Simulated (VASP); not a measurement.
Output of a VASP run:

### OSZICAR
```
...
RMM:   5    -0.344403021787E+03   -0.64308E-05   -0.73749E-05   609   0.217E-02
  29 F= -.34440302E+03 E0= -.34439474E+03  d E =-.526738E-02  mag=     1.0000
       N       E                     dE             d eps       ncg     rms          rms(c)
DAV:   1    -0.344403243393E+03   -0.22804E-03   -0.20563E-02   696   0.282E-01    0.543E-02
RMM:   2    -0.344403293439E+03   -0.50047E-04   -0.64134E-04   652   0.588E-02    0.252E-02
RMM:   3    -0.344403300487E+03   -0.70476E-05   -0.13840E-04   663   0.277E-02    0.120E-02
RMM:   4    -0.344403302797E+03   -0.23100E-05   -0.26709E-05   417   0.127E-02
  30 F= -.34440330E+03 E0= -.34439511E+03  d E =-.554839E-02  mag=     1.0000
       N       E                     dE             d eps       ncg     rms          rms(c)
DAV:   1    -0.344405320489E+03   -0.20200E-02   -0.14647E-01   668   0.759E-01    0.160E-01
RMM:   2    -0.344405757581E+03   -0.43709E-03   -0.53140E-03   652   0.170E-01    0.740E-02
RMM:   3    -0.344405820127E+03   -0.62546E-04   -0.10716E-03   665   0.787E-02    0.344E-02
RMM:   4    -0.344405837015E+03   -0.16888E-04   -0.21628E-04   697   0.356E-02    0.170E-02
RMM:   5    -0.344405840104E+03   -0.30887E-05   -0.33907E-05   466   0.151E-02
  31 F= -.34440584E+03 E0= -.34439752E+03  d E =-.253731E-02  mag=     1.0000
       N       E                     dE             d eps       ncg     rms          rms(c)
DAV:   1    -0.344405912703E+03   -0.75687E-04   -0.67108E-03   744   0.162E-01    0.335E-02
RMM:   2    -0.344405933615E+03   -0.20912E-04   -0.25228E-04   652   0.372E-02    0.157E-02
RMM:   3    -0.344405937110E+03   -0.34958E-05   -0.53526E-05   559   0.175E-02    0.797E-03
RMM:   4    -0.344405937851E+03   -0.74061E-06   -0.90787E-06   392   0.762E-03
  32 F= -.34440594E+03 E0= -.34439759E+03  d E =-.263505E-02  mag=     1.0000
       N       E                     dE             d eps       ncg     rms          rms(c)
DAV:   1    -0.344406972469E+03   -0.10354E-02   -0.12518E-01   652   0.702E-01    0.130E-01
RMM:   2    -0.344407273086E+03   -0.30062E-03   -0.38081E-03   652   0.142E-01    0.607E-02
RMM:   3    -0.344407321583E+03   -0.48497E-04   -0.79516E-04   667   0.662E-02    0.281E-02
RMM:   4    -0.344407334550E+03   -0.12967E-04   -0.15610E-04   695   0.300E-02    0.132E-02
RMM:   5    -0.344407336837E+03   -0.22867E-05   -0.24543E-05   419   0.129E-02
  33 F= -.34440734E+03 E0= -.34439907E+03  d E =-.139899E-02  mag=     1.0000
       N       E                     dE             d eps       ncg     rms          rms(c)
DAV:   1    -0.344407343283E+03   -0.87328E-05   -0.43677E-04   760   0.411E-02    0.729E-03
RMM:   2    -0.344407344584E+03   -0.13004E-05   -0.16029E-05   381   0.936E-03    0.370E-03
RMM:   3    -0.344407344845E+03   -0.26191E-06   -0.30129E-06   362   0.418E-03    0.235E-03
RMM:   4    -0.344407344886E+03   -0.40796E-07   -0.39546E-07   201   0.199E-03
  34 F= -.34440734E+03 E0= -.34439908E+03  d E =-.140704E-02  mag=     1.0000
       N       E                     dE             d eps       ncg     rms          rms(c)
DAV:   1    -0.344407766714E+03   -0.42187E-03   -0.60951E-02   668   0.473E-01    0.902E-02
RMM:   2    -0.344407913185E+03   -0.14647E-03   -0.18631E-03   652   0.980E-02    0.386E-02
RMM:   3    -0.344407932099E+03   -0.18915E-04   -0.37081E-04   662   0.453E-02    0.180E-02
RMM:   4    -0.344407937012E+03   -0.49129E-05   -0.67844E-05   629   0.202E-02
  35 F= -.34440794E+03 E0= -.34439979E+03  d E =-.592126E-03  mag=     1.0000
```

File OUTCAR:
```
------------------------ aborting loop because EDIFF is reached ----------------------------------------
  FORCE on cell =-STRESS in cart. coord.  units (eV):
  Direction    XX          YY          ZZ          XY          YZ          ZX
  --------------------------------------------------------------------------------------
  Total        5.2850552      5.3032579      5.2555852      0.3588133      0.4489064     -0.3614486
  in kB        6.4722693      6.4945609      6.4361792      0.4394157      0.5497470     -0.4426430
  external PRESSURE =       6.4676698 kB  Pullay stress =       0.0000000 kB
  volume of cell :     1308.29
      direct lattice vectors                 reciprocal lattice vectors
    10.937074700  0.000000000  0.000000000     0.091432127  0.000000000  0.000000000
     0.000000000 10.937074700  0.000000000     0.000000000  0.091432127  0.000000000
     0.000000000  0.000000000 10.937074700     0.000000000  0.000000000  0.091432127
 POSITION                                       TOTAL-FORCE (eV/Angst)
 -----------------------------------------------------------------------------------
      5.46919      0.00042     10.93595        -0.012588     -0.007818      0.001394
      6.81792      1.38067      1.37270         0.002717     -0.004491      0.001595
      8.19903      2.73002     10.93659         0.013735      0.013312      0.003207
      9.54628      4.12000      1.34503         0.003147     -0.004782     -0.002339
      8.20184     10.93441      2.73932        -0.004050      0.003142      0.005296
      9.57232      1.37242      4.09325         0.005619     -0.008384     -0.003452
     10.92741      0.00823     10.92601         0.001830     -0.006757      0.000682
      1.34438      1.39457      1.34313        -0.005877     -0.004348     -0.002801
      2.71649      2.75008     10.91085         0.004322     -0.000164     -0.001868
      4.06649      4.13344      1.31950         0.000398     -0.001476      0.002021
      5.45357      5.48203     10.91273         0.002307     -0.000192     -0.005464
      6.80855      6.85954      1.34277        -0.003776     -0.008585      0.001546
      8.19426      8.21302     10.92496        -0.001322      0.006928     -0.006522
      9.55763      9.58203      1.35342        -0.002401     -0.008277     -0.003223
      2.72662      0.02315      2.72302        -0.003185      0.001054      0.006461
      4.14865      1.38555      4.14609        -0.005627      0.007246      0.003802
      5.39771      2.80248      2.73891         0.000805      0.000320     -0.012033
      6.81292      4.05337      4.14448         0.001862     -0.000632      0.016658
      8.17758      5.47510      2.72395        -0.003056     -0.000716      0.002040
      9.54806      6.85389      4.07792        -0.000599     -0.003038      0.010061
      5.47924     10.90699      5.47997        -0.004143     -0.005985      0.004970
      6.81154      1.38961      6.81064         0.004027     -0.003312     -0.000956
      8.22924      2.72224      5.47813        -0.003135      0.000866      0.005371
      9.57118      4.10732      6.83005         0.002597     -0.006730      0.009067
      8.19255      0.01020      8.18771        -0.006478      0.004319     -0.010652
      9.55829      1.37741      9.55464        -0.011868     -0.011041     -0.002070
     10.92983      5.47539     10.92825        -0.001762      0.004901     -0.002376
      1.35755      6.84210      1.35848        -0.008454      0.006619     -0.003344
      2.72307      8.20687     10.92703        -0.003007      0.001361     -0.007572
      4.07873      9.58881      1.34443         0.015092     -0.001282      0.000673
     10.90922      2.74944      2.71392         0.000013     -0.003110      0.001623
      1.31407      4.13316      4.06660         0.001708      0.002973     -0.002184
      2.73446      5.46447      2.73707        -0.002736      0.004652     -0.003017
      4.06575      6.88280      4.06741        -0.002336      0.009909     -0.007114
      5.44998      8.22704      2.71553        -0.001022      0.002212     -0.000984
      6.82838      9.56202      4.09458         0.003625      0.007960      0.001078
      0.00038      0.00497      5.46438         0.004106     -0.005149     -0.002039
      1.37471      1.38284      6.81765        -0.004678     -0.004620      0.000735
      2.73923      2.80473      5.39388        -0.014840     -0.003121      0.009478
      4.14983      4.04980      6.81536         0.011820     -0.000172     -0.010556
      5.39669      5.46144      5.39542         0.005869     -0.001098      0.015156
      6.81827      6.82561      6.81941         0.000415      0.009652     -0.002329
      8.19765      8.19881      5.46576         0.008179      0.002799      0.000452
      9.55651      9.58169      6.81784        -0.007718      0.000526      0.013729
      2.73816     10.93532      8.20481         0.001397     -0.004045     -0.007778
      4.09472      1.36941      9.57690        -0.000395     -0.003857     -0.003040
      5.48069      2.71780      8.23308        -0.003907      0.001832     -0.003237
      6.83039      4.10235      9.57633         0.007078      0.008182     -0.001058
      8.20173      5.46125      8.20576         0.003284      0.000960     -0.003311
      9.55954      6.84691      9.55902        -0.004630     -0.007095     -0.010246
     10.92825      8.21157      2.72263         0.003490     -0.009399     -0.007399
      1.34734      9.59187      4.07832        -0.000541      0.003233     -0.001015
     10.90865      5.48420      5.45160         0.002832      0.006545      0.001198
      1.34521      6.85669      6.80532        -0.005150      0.002409      0.000476
      2.71600      8.22957      5.45026        -0.000619     -0.009010      0.003857
      4.09317      9.56338      6.83157         0.009688      0.006358      0.002835
...
```
(Selected blocks of OUTCAR.)

**POSCAR**
```
BSi64
1
   10.9370747000     0.0000000000     0.0000000000
    0.0000000000    10.9370747000     0.0000000000
   -0.0000000000    -0.0000000000    10.9370747000
Si B
64 1
Direct
  0.5000000000   0.0000000000   0.0000000000
  0.6250000000   0.1250000000   0.1250000000
  0.7500000000   0.2500000000   0.0000000000
  0.8750000000   0.3750000000   0.1250000000
  0.7500000000   0.0000000000   0.2500000000
  0.8750000000   0.1250000000   0.3750000000
  0.0000000000   0.0000000000   0.0000000000
  0.1250000000   0.1250000000   0.1250000000
  0.2500000000   0.2500000000   0.0000000000
  0.3775150000   0.3754490000   0.1218540000
  0.5000000000   0.5000000000   0.0000000000
  0.6250000000   0.6250000000   0.1250000000
  0.7500000000   0.7500000000   0.0000000000
  0.8750000000   0.8750000000   0.1250000000
  0.2500000000   0.0000000000   0.2500000000
  0.3781340000   0.1259710000   0.3745890000
  0.5018630000   0.2545270000   0.2512590000
  0.6205650000   0.3716820000   0.3763380000
  0.7500000000   0.5000000000   0.2500000000
  0.8750000000   0.6250000000   0.3750000000
  0.5000000000   0.0000000000   0.5000000000
  0.6250000000   0.1250000000   0.6250000000
  0.7500000000   0.2500000000   0.5000000000
  0.8750000000   0.3750000000   0.6250000000
  0.7500000000   0.0000000000   0.7500000000
  0.8750000000   0.1250000000   0.8750000000
  0.0000000000   0.5000000000   0.0000000000
  0.1250000000   0.6250000000   0.1250000000
  0.2500000000   0.7500000000   0.0000000000
  0.3750000000   0.8750000000   0.1250000000
  0.0000000000   0.2500000000   0.2500000000
  0.1256190000   0.3750990000   0.3750620000
  0.2496260000   0.5004030000   0.2507050000
  0.3707220000   0.6222230000   0.3728170000
  0.5000000000   0.7500000000   0.2500000000
  0.6250000000   0.8750000000   0.3750000000
  0.0000000000   0.0000000000   0.5000000000
  0.1250000000   0.1250000000   0.6250000000
  0.2456050000   0.2464220000   0.4976550000
  0.3782640000   0.3704940000   0.6215440000
  0.4980750000   0.5003670000   0.4964480000
  0.6250000000   0.6250000000   0.6250000000
  0.7500000000   0.7500000000   0.5000000000
  0.8750000000   0.8750000000   0.6250000000
  0.2500000000   0.0000000000   0.7500000000
  0.3750000000   0.1250000000   0.8750000000
  0.5000000000   0.2500000000   0.7500000000
  0.6250000000   0.3750000000   0.8750000000
  0.7500000000   0.5000000000   0.7500000000
  0.8750000000   0.6250000000   0.8750000000
  0.0000000000   0.7500000000   0.2500000000
  0.1250000000   0.8750000000   0.3750000000
  0.0000000000   0.5000000000   0.5000000000
  0.1250000000   0.6250000000   0.6250000000
  0.2500000000   0.7500000000   0.5000000000
  0.3750000000   0.8750000000   0.6250000000
  0.0000000000   0.2500000000   0.7500000000
  0.1250000000   0.3750000000   0.8750000000
  0.2500000000   0.5000000000   0.7500000000
  0.3750000000   0.6250000000   0.8750000000
  0.5000000000   0.7500000000   0.7500000000
  0.6250000000   0.8750000000   0.8750000000
  0.0000000000   0.7500000000   0.7500000000
  0.1250000000   0.8750000000   0.8750000000
  0.3729950000   0.3733400000   0.3774520000
```

**Question.** Reconstruct the remaining input files.

**Answer.** Several could match; the one computed here: the input of the run itself, PBE GGA, plane waves, VASP's PBE PAW potentials (set 64).

### KPOINTS
```
Automatic mesh
0
Gamma
1 1 1
0 0 0
```

**INCAR**
```
SYSTEM = BSi64
PREC = Normal
ENCUT = 400
EDIFF = 1E-5
NELM = 100
ALGO = Fast
LREAL = Auto
LASPH = .TRUE.
ISMEAR = 0
SIGMA = 0.05
GGA = PE
LWAVE = .TRUE.
LCHARG = .FALSE.
NELMIN = 4
ISYM = 0
ISPIN = 2
NUPDOWN = 1
MAGMOM = 65*0.0154
LORBIT = 10
IBRION = 2
ISIF = 2
NSW = 60
EDIFFG = -0.03
```

POTCAR, in this order: Si B (PBE.64 set). Program: vasp_gam.

At this cut-off the stress carries a Pulay error, which pulls relaxed volumes low. The supercell is sampled at Γ alone, which is coarse: total energies, pressure and levels can be off, energies of defects by several tenths of an eV.

The cell is a supercell with a defect, built from Si (diamond): B_i.
